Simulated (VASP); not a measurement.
K, in a box:

```
CELL_PARAMETERS angstrom
10.50000 0.00000 0.00000
0.00000 11.00000 0.00000
0.00000 0.00000 11.50000
ATOMIC_POSITIONS crystal
K 0.50000 0.50455 0.50000
```

Program: VASP 6.6.1. Alike in all runs: task single point; spin collinear, ferromagnetic start; fixed moment (μB) 1; cell as given; k mesh 1 × 1 × 1; cutoff (eV) 400; smearing gaussian 0.01 eV. Hardware: 4 MPI ranks on Intel(R) Xeon(R) Platinum 8488C (Sapphire Rapids), on a shared host.

Problem. Order these runs on this cell by their wall time, lowest first.
A. level RPBE; potentials or basis VASP PAW PBE potentials, release 64 (K_sv)
B. level LDA; potentials or basis VASP PAW LDA potentials, release 64 (K_sv)
C. level rev-vdW-DF2; potentials or basis VASP PAW PBE potentials, release 64 (K_sv)

Solution. B (23 s), A (57 s), C (250 s).

Caveats: the total moment is fixed, so each spin has its own Fermi level.
